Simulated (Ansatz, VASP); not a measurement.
# SrRu2 in VASP and in Ansatz

```
Sr Ru
1.0
     4.03072    0.00000    0.00000
    -2.01536    3.49071    0.00000
     0.00000    0.00000    5.10610
Sr Ru
1 2
Cartesian
  0.0000 0.0000 2.5530
  0.0000 2.3271 4.8942
  2.0154 1.1636 0.2119
```

Alike in both runs: task relaxation of cell and atoms; functional PBE; k mesh 6 × 6 × 4; occupations gaussian, width 0.1 eV; no spin polarisation.

|  | VASP | Ansatz |
| --- | --- | --- |
| version | VASP 6.6.1 | Ansatz 0.2.0 |
| potentials or method | VASP PAW PBE potentials, release 64 (Sr_sv, Ru_pv) | scalar-relativistic, plane waves, PAW |
| plane-wave cutoff (eV) | 600 | 420 |
| valence electrons in the cell | 38 | 42 |

|  | VASP | Ansatz | Ansatz less VASP |
| --- | --- | --- | --- |
| gap on the k mesh at the Fermi level, each at its own relaxed structure (eV) | none | none | - |
| relaxed volume (Å³/atom) | 23.80 | 23.80 | -0.001 |
| relaxed cell length with the largest relative difference (Å) | 5.016 | 5.023 | +0.0064 |
| energy change over the relaxation (meV/atom) | -3 | -2 | +0.2 |

A gap of «none» marks a metal or a gap that the smearing closes. The two sets of potentials don't hold the same shells in valence.
